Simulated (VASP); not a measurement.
Given:

```
CELL_PARAMETERS angstrom
      4.02028     0.00000     0.00000
      0.00000     4.02028     0.00000
      0.00000     0.00000     4.02028
ATOMIC_POSITIONS crystal
  K  0.00000 0.00000 0.00000
  Ta 0.50000 0.50000 0.50000
  O  0.50000 0.00000 0.50000
  O  0.00000 0.50000 0.50000
  O  0.50000 0.50000 0.00000
```

Method: PBE GGA, VASP's PBE PAW potentials (set 64) (plane waves; VASP). Numerical set-up: 450 eV cut-off, 5×5×5 Γ-centred mesh, Gaussian smearing of 0.050 eV, potentials K_sv Ta_pv O.

Q: What does the run give for the energy per atom (σ→0)?

A: 
The energy per atom (σ→0) is -8.215 eV/atom.

Only differences to runs with the same potentials and settings are physical.

The compound is KTaO3 in the cubic perovskite structure. It was relaxed first.
